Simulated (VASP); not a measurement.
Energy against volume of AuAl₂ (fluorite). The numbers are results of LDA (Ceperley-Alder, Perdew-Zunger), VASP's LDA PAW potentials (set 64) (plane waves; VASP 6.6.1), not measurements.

```csv
V (Å³/atom),E (eV/atom)
16.568,-4.73355
17.097,-4.75463
17.626,-4.76133
18.155,-4.75593
18.683,-4.74035
```

Fit a third-order Birch-Murnaghan equation of state.

The volume per atom is 17.64 Å³/atom and the bulk modulus is 121 GPa. The pressure derivative of the bulk modulus comes out as 4.75 and the lattice constant a is 5.960 Å.

The compound is AuAl2 in the fluorite structure. It was relaxed first.
